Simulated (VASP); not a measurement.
```
CELL_PARAMETERS angstrom
      2.82975     0.00000     0.00000
     -1.41487     2.45063     0.00000
      0.00000     0.00000     4.59660
ATOMIC_POSITIONS crystal
  Al 0.66667 0.33333 0.75000
  Al 0.33333 0.66667 0.25000
```

Computed with r2SCAN meta-GGA, VASP's PBE PAW potentials (set 64) (plane waves; VASP). Run with 400 eV cut-off, 13×13×7 Γ-centred mesh, first-order Methfessel-Paxton smearing of 0.10 eV, potentials Al.

Q: Predict the energy per atom (σ→0), band gap (on the k-mesh) with the smallest direct gap where there is one.

A: 
- band gap (on the k-mesh): none (metal, semimetal or under 0.01 eV)
- energy per atom (σ→0): -6.703 eV/atom

The absolute energy has meaning only against runs of the same code, potentials and settings.

The structure comes from a computed database's Al entry (P6_3/mmc); how it stands against other phases isn't given here. It was relaxed first. The start is the result of an earlier pass.
